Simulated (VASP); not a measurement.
Method: PBE GGA with D3 dispersion (Becke-Johnson damping), VASP's PBE PAW potentials (set 64) (plane waves; VASP).

Input for VASP

File POSCAR:
```
PbS
1
    0.0000000000     2.9700000000     2.9700000000
    2.9700000000     0.0000000000     2.9700000000
    2.9700000000     2.9700000000     0.0000000000
Pb S
1 1
Direct
  0.0000000000   0.0000000000   0.0000000000
  0.5000000000   0.5000000000   0.5000000000
```

KPOINTS:
```
kpoints
0
G
7 7 7
```

### INCAR
```
! general
SYSTEM  = PbS
PREC    = Accurate
ENCUT   = 520
LREAL   = .FALSE.
LASPH   = .TRUE.

! electronic loop
EDIFF   = 1E-6
NELM    = 100
ALGO    = Normal
LMAXMIX = 4

! smearing
ISMEAR  = 0
SIGMA   = 0.05

! functional
GGA     = PE
IVDW    = 12

! ions
IBRION  = 2
NSW     = 60
ISIF    = 3
EDIFFG  = -0.01

! output
LWAVE   = .FALSE.
LCHARG  = .FALSE.
```

POTCAR, in this order: Pb_d S (PBE.64 set). Program: vasp_std.

What VASP printed:

OUTCAR:
```
 ion  position               nearest neighbor table
   1  0.000  0.000  0.000-   2 2.97   2 2.97   2 2.97   2 2.97   2 2.97   2 2.97
   2  0.500  0.500  0.500-   1 2.97   1 2.97   1 2.97   1 2.97   1 2.97   1 2.97
  LATTYP: Found a face centered cubic cell.
 ALAT       =     5.9400000000
 Subroutine PRICEL returns:
 Original cell was already a primitive cell.
 Subroutine GETGRP returns: Found 48 space group operations
The static configuration has the point symmetry O_h .
The dynamic configuration has the point symmetry O_h .
 Subroutine INISYM returns: Found 48 space group operations
 Subroutine IBZKPT returns following result:
 Found     20 irreducible k-points:

 Following reciprocal coordinates:
            Coordinates               Weight
  0.000000  0.000000  0.000000      1.000000
  0.142857  0.000000  0.000000      8.000000
  0.285714  0.000000  0.000000      8.000000
  0.428571  0.000000  0.000000      8.000000
  0.142857  0.142857  0.000000      6.000000
  0.285714  0.142857  0.000000     24.000000
  0.428571  0.142857  0.000000     24.000000
 -0.428571  0.142857  0.000000     24.000000
 -0.285714  0.142857  0.000000     24.000000
...
```

File OSZICAR:
```
       N       E                     dE             d eps       ncg     rms          rms(c)
DAV:   1     0.156448975973E+03    0.15645E+03   -0.98170E+03   560   0.150E+03
DAV:   2     0.484024499731E+01   -0.15161E+03   -0.14818E+03   578   0.356E+02
DAV:   3    -0.888314224606E+01   -0.13723E+02   -0.13384E+02   752   0.109E+02
DAV:   4    -0.923190906852E+01   -0.34877E+00   -0.34854E+00   596   0.203E+01
DAV:   5    -0.924603563192E+01   -0.14127E-01   -0.14126E-01   830   0.409E+00    0.463E+00
DAV:   6    -0.875630328524E+01    0.48973E+00   -0.15033E+00   828   0.967E+00    0.327E+00
DAV:   7    -0.875726887827E+01   -0.96559E-03   -0.15188E-01   596   0.226E+00    0.187E+00
DAV:   8    -0.876088740309E+01   -0.36185E-02   -0.16207E-02   596   0.161E+00    0.260E-01
DAV:   9    -0.876048826266E+01    0.39914E-03   -0.33728E-03   854   0.597E-01    0.833E-02
DAV:  10    -0.876066584356E+01   -0.17758E-03   -0.35620E-04   596   0.126E-01    0.461E-02
DAV:  11    -0.876067461273E+01   -0.87692E-05   -0.63897E-05   708   0.969E-02    0.132E-02
DAV:  12    -0.876067557079E+01   -0.95806E-06   -0.42251E-06   704   0.238E-02
   1 F= -.94520568E+01 E0= -.94520568E+01  d E =-.945206E+01
       N       E                     dE             d eps       ncg     rms          rms(c)
DAV:   1    -0.876538063004E+01   -0.47060E-02   -0.30223E-01   692   0.102E+01    0.572E-01
DAV:   2    -0.875710791113E+01    0.82727E-02   -0.17354E-02   698   0.245E+00    0.200E-01
DAV:   3    -0.875578984705E+01    0.13181E-02   -0.57009E-03   692   0.137E+00    0.521E-02
DAV:   4    -0.875581047734E+01   -0.20630E-04   -0.13594E-04   606   0.111E-01    0.256E-02
DAV:   5    -0.875581890879E+01   -0.84315E-05   -0.17361E-05   754   0.531E-02    0.101E-02
DAV:   6    -0.875582061422E+01   -0.17054E-05   -0.19579E-06   472   0.199E-02    0.169E-03
DAV:   7    -0.875581984866E+01    0.76556E-06   -0.30798E-07   304   0.738E-03
   2 F= -.94522589E+01 E0= -.94522589E+01  d E =-.202113E-03
       N       E                     dE             d eps       ncg     rms          rms(c)
DAV:   1    -0.875827436246E+01   -0.24537E-02   -0.27905E-02   692   0.312E+00    0.173E-01
DAV:   2    -0.875752481999E+01    0.74954E-03   -0.15838E-03   698   0.736E-01    0.607E-02
DAV:   3    -0.875740186701E+01    0.12295E-03   -0.52629E-04   692   0.416E-01    0.153E-02
DAV:   4    -0.875739998856E+01    0.18785E-05   -0.12386E-05   598   0.338E-02    0.771E-03
DAV:   5    -0.875739843952E+01    0.15490E-05   -0.15228E-06   536   0.156E-02    0.281E-03
DAV:   6    -0.875739799507E+01    0.44445E-06   -0.21178E-07   304   0.672E-03
   3 F= -.94523003E+01 E0= -.94523003E+01  d E =-.243439E-03
```

**OUTCAR**
```
------------------------ aborting loop because EDIFF is reached ----------------------------------------
 Edisp (eV)   -0.69490
  FORCE on cell =-STRESS in cart. coord.  units (eV):
  Direction    XX          YY          ZZ          XY          YZ          ZX
  --------------------------------------------------------------------------------------
  Total       0.00033     0.00033     0.00033    -0.00000     0.00000    -0.00000
  in kB       0.01001     0.01001     0.01001    -0.00000     0.00000    -0.00000
  external pressure =        0.01 kB  Pullay stress =        0.00 kB
  volume of cell :       52.13
      direct lattice vectors                 reciprocal lattice vectors
     0.000000000  2.965030248  2.965030248    -0.168632344  0.168632344  0.168632344
     2.965030248  0.000000000  2.965030248     0.168632344 -0.168632344  0.168632344
     2.965030248  2.965030248 -0.000000000     0.168632344  0.168632344 -0.168632344
  FREE ENERGIE OF THE ION-ELECTRON SYSTEM (eV)
  ---------------------------------------------------
  free  energy   TOTEN  =        -9.4523002694 eV

  energy  without entropy=       -9.4523002694  energy(sigma->0) =       -9.45230027

 reached required accuracy - stopping structural energy minimisation
```
(Selected blocks of OUTCAR.)

### CONTCAR
```
PbS
   1.00000000000000
     0.0000000000000000    2.9650302483813920    2.9650302483813920
     2.9650302483813920    0.0000000000000000    2.9650302483813920
     2.9650302483813920    2.9650302483813920   -0.0000000000000000
  Pb              S
     1     1
Direct
     0.0000000000000000    0.0000000000000000    0.0000000000000000
     0.5000000000000000    0.5000000000000000    0.5000000000000000
```

The compound is PbS in the rock salt structure. This run relaxes it. Symmetry was kept, so distortions that lower it aren't found.
